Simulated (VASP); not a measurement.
An input for Ansatz (written as the equivalent of a VASP run, and not itself run):

Ansatz 0.2 input:
```yaml
crystal:
  lattice:
    - [3.9959261, 0.0000000, 0.0000000]
    - [0.0000000, 3.9959261, 0.0000000]
    - [0.0000000, 0.0000000, 3.9959261]
  atoms:
    - { symbol: Sc, position: [0.0000000, 0.0000000, 0.0000000] }
    - { symbol: Al, position: [0.0000000, 0.5000000, 0.5000000] }
    - { symbol: Al, position: [0.5000000, 0.0000000, 0.5000000] }
    - { symbol: Al, position: [0.5000000, 0.5000000, 0.0000000] }
kpoints:
  mp_grid: { grid: [8, 8, 8] }
hamiltonian:
  xc: r2scan
  dispersion: rvv10
  pseudopotentials: { kind: paw }
scf:
  occupations: { method: methfessel_paxton, width: 0.1 }
  max_iter: 100
output: { forces: true, stress: true, eigenvalues: true }
```

Translate this input to VASP (INCAR, KPOINTS, POSCAR, choice of POTCAR).

This is not unique; one that fits is 
### INCAR
```
# general
SYSTEM  =Al3Sc
PREC    =Accurate
ENCUT   =520
LREAL   =.FALSE.
LASPH   =.TRUE.

# electronic loop
EDIFF   =1E-7
NELM    =100
ALGO    =Normal
LMAXMIX =4
LMIXTAU =.TRUE.

# smearing
ISMEAR  =1
SIGMA   =0.1

# functional
METAGGA =R2SCAN
LUSE_VDW=.TRUE.
BPARAM  =11.95
CPARAM  =0.0093

# ions
ISIF    =2

# output
LWAVE   =.FALSE.
LCHARG  =.FALSE.
```

**KPOINTS**
```
Automatic mesh
0
Gamma
8 8 8
0 0 0
```

POSCAR:
```
Al3Sc
1
    3.9959260888     0.0000000000     0.0000000000
    0.0000000000     3.9959260888     0.0000000000
    0.0000000000     0.0000000000     3.9959260888
Sc Al
1 3
Direct
  0.0000000000   0.0000000000   0.0000000000
  0.0000000000   0.5000000000   0.5000000000
  0.5000000000   0.0000000000   0.5000000000
  0.5000000000   0.5000000000   0.0000000000
```

POTCAR, in this order: Sc_sv Al (PBE.64 set). Program: vasp_std.

What does not carry over: each code has its own PAW files, so the cut-off isn't converted (ENCUT is set for VASP's; basis.ecutwfc is left out, and Ansatz then takes the one that its files recommend); Ansatz stops its SCF on the density residual and VASP on the energy change (EDIFF).

The compound is Al3Sc in the L1_2 structure. This cell is one point of a volume scan, at 0.94 of the reference volume.
